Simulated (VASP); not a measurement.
Given:

```xyz
3
Lattice="1.9395 -3.3593 0.0000 1.9395 3.3593 0.0000 0.0000 0.0000 6.8785" Properties=species:S:1:pos:R:3 pbc="T T T"
Sn     0.0000     0.0000     0.0000
Se     1.9395     1.1198     1.5940
Se     1.9395    -1.1198     5.2845
```

Method: PBE GGA, VASP's PBE PAW potentials (set 64) (plane waves; VASP). Run with 520 eV cut-off, 7×7×4 Γ-centred mesh, tetrahedra with Blöchl corrections, potentials Sn_d Se.

The cores are frozen, which limits the accuracy of field gradients. Without a dispersion term in the relaxation, distances and binding between the weakly bound layers, chains or molecules are unreliable, and so is what depends on them.

Give the principal components of the electric field gradient (V/Å²) and the asymmetry η at each nucleus.

| atom | Vxx | Vyy | Vzz | η |
|---|---|---|---|---|
| Sn1 | 0.3 | 0.3 | -0.6 | 0.00 |
| Se2 | 38.8 | 38.8 | -77.7 | 0.00 |
| Se3 | 38.8 | 38.8 | -77.7 | 0.00 |

The compound is SnSe2 in the 1T layered structure. It was relaxed first, which changed the volume by +16 %.
